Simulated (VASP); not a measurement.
Wanted: the native input for a VASP 6.6.1 run.

| Property | Result |
| --- | --- |
| Task | single point |
| Functional | PBE |
| Potentials or basis | VASP PAW PBE potentials, release 64 (In_d, Co, N) |
| Cutoff | 520 eV |
| k mesh | 6 × 6 × 2 |
| Occupations | gaussian, width 0.1 eV |
| Spin | collinear spin, typed start |
| Starting moments | [0.0, 3.0, 3.0, 0.0, 0.0] μB |
| Dipole correction | no |
| Further INCAR settings | ALGO = Normal; EDIFF = 1e-07; NBANDS = 32 |

The structure of InCo2N2 lies in POSCAR:

```
InCo2N2
1.0
    2.7259591304     -1.5805455775      0.0000000000
    2.7259591304      1.5805455775      0.0000000000
   -1.9522687403      0.0000000000      7.5446777696
In Co N
1 2 2
Direct
    0.5000000000      0.5000000000      0.5000000000
    0.3726610000      0.3726610000      0.1081050000
    0.6273390000      0.6273390000      0.8918950000
    0.2773840000      0.2773840000      0.8449930000
    0.7226160000      0.7226160000      0.1550070000
```

The cell comes from a database or a generator and needn't be the stable form of this composition.

The input as run:

INCAR

```
SYSTEM = InCo2N2
PREC = Accurate
ENCUT = 520
EDIFF = 1E-7
ISMEAR = 0
SIGMA = 0.1
LREAL = .FALSE.
LASPH = .TRUE.
NELM = 150
ALGO = Normal
ISIF = 2
LWAVE = .FALSE.
LCHARG = .FALSE.
ISPIN = 2
MAGMOM = 0 3 3 0 0
LORBIT = 11
LMAXMIX = 4
GGA = PE
NBANDS = 32
```

KPOINTS

```
Automatic mesh
0
G
  6 6 2
  0 0 0
```

Potentials or basis: VASP PAW PBE potentials, release 64 (In_d, Co, N).

Launch:

```console
$ cat potpaw_PBE.64/In_d/POTCAR potpaw_PBE.64/Co/POTCAR potpaw_PBE.64/N/POTCAR > POTCAR
$ mpirun -np 1 vasp_std > vasp.out
```

Results of the run:

```yaml
Pressure: -0.3 GPa
Largest_force: 0.188 eV/Å
Band_gap_on_the_k_mesh: none (metal or under the smearing width)
Net_moment: 0.50 μB per cell
Site_moments: In -0.00; Co +0.21; N +0.03 μB
Valence_electrons_inside_the_program's_atomic_spheres: In 11.31; Co 8.60; N 3.62
```

Caveat: the k mesh is coarse (spacing up to 0.42 Å⁻¹), so the values aren't converged.

It took 2.2 min on 1 thread of Intel(R) Xeon(R) Platinum 8488C (Sapphire Rapids), on a shared host, peak memory 0.25 GiB.
